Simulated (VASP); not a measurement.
# GW on GaN, part 4 of 4

Wanted: how far GW moves the Kohn-Sham levels of GaN. The cell is of the wurtzite type, one of the forms listed for this formula. The start is a cell from a database of measured crystal structures.

VASP 6.6.1, plane waves and PAW; the level of theory is named at each step.

So far, quasiparticle gap on the mesh (eV): step 4 (G0W0, ENCUTGW 100, bands in the sums 104) 3.03; step 6 (G0W0, ENCUTGW 140, bands in the sums 176) 3.07; step 8 (G0W0, ENCUTGW 180, bands in the sums 256) 3.09.

The database entry behind the starting cell has ideal inner coordinates that were not refined, so it need not match the best structure at ambient conditions.

### 10. G0W0, ENCUTGW 220, bands in the sums 344

This step: G0W0 on PBE; plane waves and PAW (Ga_d_GW, N_GW) (VASP 6.6.1).

ENCUTGW rises to 220 eV and the bands with it, to about the number of plane waves under that cutoff.

Input file INCAR:

```
SYSTEM = GaN
PREC = Accurate
ENCUT = 450
ISMEAR = 0
SIGMA = 0.01
LREAL = .FALSE.
GGA = PE
NBANDS = 344
ALGO = EVGW0
NELMGW = 1
ENCUTGW = 220
NOMEGA = 48
PRECFOCK = Fast
NBANDSGW = 32
LWAVE = .FALSE.
LCHARG = .FALSE.
```

Input file POSCAR:

```
GaN
1.0
    3.1900000000      0.0000000000      0.0000000000
   -1.5950000000      2.7626210381      0.0000000000
    0.0000000000      0.0000000000      5.1890000000
Ga N
2 2
Direct
    0.6666666667      0.3333333333      0.0000000000
    0.3333333333      0.6666666667      0.5000000000
    0.6666666667      0.3333333333      0.3750000000
    0.3333333333      0.6666666667      0.8750000000
```

Input file KPOINTS:

```
Automatic mesh
0
Gamma
6 6 4
0 0 0
```

Potentials, in the order of the species: Ga_d_GW and N_GW (PBE family, release 64).

Run with:

```bash
> mpirun -np 8 vasp_std
```

The log of the run:

```text
[banner, memory and clock lines left out]
running    8 mpi-ranks, on    1 nodes
[...]
[... a notice as in an earlier step ...]

|                                                                             |
|           W    W    AA    RRRRR   N    N  II  N    N   GGGG   !!!           |
|           W    W   A  A   R    R  NN   N  II  NN   N  G    G  !!!           |
|           W    W  A    A  R    R  N N  N  II  N N  N  G       !!!           |
|           W WW W  AAAAAA  RRRRR   N  N N  II  N  N N  G  GGG   !            |
|           WW  WW  A    A  R   R   N   NN  II  N   NN  G    G                |
|           W    W  A    A  R    R  N    N  II  N    N   GGGG   !!!           |
|                                                                             |
|     The default for ENCUTGWSOFT is different in this version of VASP.       |
|     please manually set ENCUTGWSOFT =220 in the INCAR file.                 |
|                                                                             |

[...]
total number of BLAS operations      49667.80 Gflops
NQ=  17    0.3333   -0.0000    0.5000,
|.........|.........|.........|.........|.........|.........|.........|.........
 performed      58178000 updates of chi_q(r,r)
 total number of BLAS operations      52944.35 Gflops
NQ=  18    0.5000   -0.0000    0.5000,
|.........|.........|.........|.........|.........|.........|.........|.........
 performed      61056000 updates of chi_q(r,r)
 total number of BLAS operations      55669.72 Gflops
NQ=  19    0.1667    0.1667    0.5000,
|.........|.........|.........|.........|.........|.........|.........|.........
 performed      64859000 updates of chi_q(r,r)
 total number of BLAS operations      59228.72 Gflops
NQ=  20    0.3333    0.1667    0.5000,
|.........|.........|.........|.........|.........|.........|.........|.........
 performed      69190000 updates of chi_q(r,r)
 total number of BLAS operations      63282.14 Gflops
NQ=  21    0.3333    0.3333    0.5000,
|.........|.........|.........|.........|.........|.........|.........|.........
 performed      71716000 updates of chi_q(r,r)
 total number of BLAS operations      65901.71 Gflops
 resolving degeneracies of screened two electron integrals

 calculate QP shifts <psi_nk| G(iteration)W_0 |psi_nk>: iteration 1
 entering main loop
[key lines of the parts left out:]
E-fermi :   6.0796
```

The job ended after 10 min (8 MPI ranks of AMD EPYC 9R45, shared host; peak memory 3.5 GiB; 65 min of CPU time).

From OUTCAR (step 10):

```text
 QP shifts <psi_nk| G(iteration)W_0 |psi_nk>: iteration 1
 for sc-GW calculations column KS-energies equals QP-energies in previous step
 and V_xc(KS)=  KS-energies - (<T + V_ion + V_H > + <T+V_H+V_ion>^1  + <V_x>^1)
 k-point   1 :       0.0000    0.0000    0.0000
  band No.  KS-energies  QP-energies   sigma(KS)   V_xc(KS)     V^pw_x(r,r')   Z            occupation Imag(sigma)
    ...
     15       4.0908       3.2312     -17.9450     -16.8143     -20.7827       0.7603       2.0000       0.0348
     16       5.0693       4.3467     -18.6081     -17.6652     -21.1928       0.7663       2.0000       0.0300
     17       5.1324       4.3865     -18.7129     -17.7386     -21.3577       0.7656       2.0000       0.0318
     18       5.1324       4.3865     -18.7129     -17.7386     -21.3577       0.7656       2.0000       0.0318
     19       7.0268       7.4932     -12.8166     -13.3997      -9.1379       0.7998       0.0000      -0.0805
     20       9.3708       9.9925     -11.7718     -12.5450      -7.3952       0.8041       0.0000      -0.0837
     21      14.3178      15.1008     -13.4664     -14.5155      -7.7248       0.7464       0.0000      -0.1549
     22      14.9899      15.5542     -10.5139     -11.2226      -5.3070       0.7962       0.0000      -0.1277
    ...

[... 1 part as in an earlier step ...]

[... 2 further parts left out ...]
[key lines of the parts left out:]
E-fermi :   6.0796
```

The gap is now 3.107 eV, +13 meV against the GW run before. Spin-orbit coupling is left out.

### 11. Summary

This step: GW series: G0W0 on PBE; plane waves and PAW (VASP 6.6.1).

Derived from the runs above.

Numbers from this step:

```
gap extrapolated to a complete basis        : 3.142 eV
direct gap extrapolated to a complete basis : 3.142 eV
```

Cost is wall time times ranks on a shared host, with the step that makes the empty bands. GW runs:

```
level  bands  ENCUTGW (eV)  NOMEGA  k mesh  starting gap (eV)  quasiparticle gap (eV)  direct gap (eV)  cost (core minutes)
 G0W0    104           100      48   6x6x4              1.894                   3.034            3.034                21.65
 G0W0    176           140      48   6x6x4              1.894                   3.072            3.072                35.01
 G0W0    256           180      48   6x6x4              1.894                   3.094            3.094                53.97
 G0W0    344           220      48   6x6x4              1.894                   3.107            3.107                82.87
```

### 12. Outcome

```json
{"G0W0 on PBE, 344 bands, ENCUTGW 220 eV, NOMEGA 48, mesh 6×6×4": "1.894 → 3.107 eV", "G0W0 on PBE, 104 bands, ENCUTGW 100 eV, NOMEGA 48, mesh 6×6×4": "1.894 → 3.034 eV", "gap at a complete basis (linear in ENCUTGW^-3/2)": "3.14 eV"}
```

In words: G0W0 gives a quasiparticle gap of 3.107 eV on the mesh, 1.21 eV over the PBE gap on the same mesh. On mesh and path the starting valence top lies at Γ and the conduction bottom at Γ, so the starting gap is direct. Both points lie on the GW mesh. The steps of the series move the gap by +38, +22, +13 meV; the last costs 1.5 times the one before. The last step lies within a tolerance of 30 meV, picked for this account, and the last two together move the gap by +35 meV. Extrapolated from the last three points to a complete basis, the gap is 3.14 eV, +36 meV from the dearest run. The extrapolation removes the error of the response basis alone, at this mesh, ENCUT and data set. In Ga_d_GW the d shell is in the valence without all the semicore s and p states of the same shell; those stay frozen in the core, and how far that moves the GW gap wasn't tested here. Spin-orbit coupling is left out; with Ga in the cell it can split or shift band edges, by an amount that depends on which atoms form them and isn't tested here. The given cell is kept, although it stands at +3.6 GPa at PBE and ENCUT = 450 eV, which holds the mismatch of the given cell with this functional and any basis-set error. Not tabulated here, as repeats of values shown or as unfit to read for their mesh, reference level or band range: eps2 curves (empty bands); eps1 curves and static values (empty bands); gaps (empty bands).

Computed beside measured:

| quantity | measured | PBE | G0W0 on PBE |
| --- | --- | --- | --- |
| band gap (direct gap) (eV) | 3.4 | 1.89 (-1.51 eV) | 3.11 (-0.29 eV) |

Measured values from arxiv:2008.11387 (2020).

**Verdict.** The band gap is off by -0.29 eV at G0W0 on PBE: fair agreement. Zero-point and thermal motion shift the measured gap. No cell relaxation is part of this session.

[Lines on the potential files, build, host, timing and source positions are cut from VASP's logs without a mark.]

[Logs are printed without paths, hosts, clocks, repeated set-up lines and the standing remarks that a program may print on its own settings, such as how far it seeks lower states.]

[Hosts, paths, dates, database ids (printed as entryN), source tags and the programs' standing remarks are cut or masked in the printed files.]

[Pressures printed for these runs are not shown converged in the cutoff: they can be off by several GPa and have the wrong sign.]
